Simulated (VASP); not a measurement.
Consider the following.

```yaml
crystal:
  lattice:
    - [3.92516, 0.00000, 0.00000]
    - [0.00000, 3.92516, 0.00000]
    - [0.00000, 0.00000, 3.92516]
  atoms:
    - { symbol: Ti, position: [0.00000, 0.00000, 0.00000] }
    - { symbol: Pt, position: [0.00000, 0.50000, 0.50000] }
    - { symbol: Pt, position: [0.50000, 0.00000, 0.50000] }
    - { symbol: Pt, position: [0.50000, 0.50000, 0.00000] }
```

These are r2SCAN meta-GGA, VASP's PBE PAW potentials (set 64) (plane waves; VASP) values and carry that method's errors. Numerical set-up: 480 eV cut-off, 7×7×7 Γ-centred mesh, first-order Methfessel-Paxton smearing of 0.10 eV, potentials Ti_sv Pt.

Unless said otherwise, spin-orbit coupling is left out, though it shifts the bands of the heavy elements here.

**Question.** What does the run give for the energy per atom (σ→0), band gap (on the k-mesh) with the smallest direct gap where there is one?

**Answer.** 
| Property | Value |
|---|---|
| band gap (on the k-mesh) | none (metal, semimetal or under 0.01 eV) |
| energy per atom (σ→0) | -42.784 eV/atom |

Only differences to runs with the same potentials and settings are physical.

The compound is Pt3Ti in the L1_2 structure. It was relaxed first. The start is the result of an earlier pass.
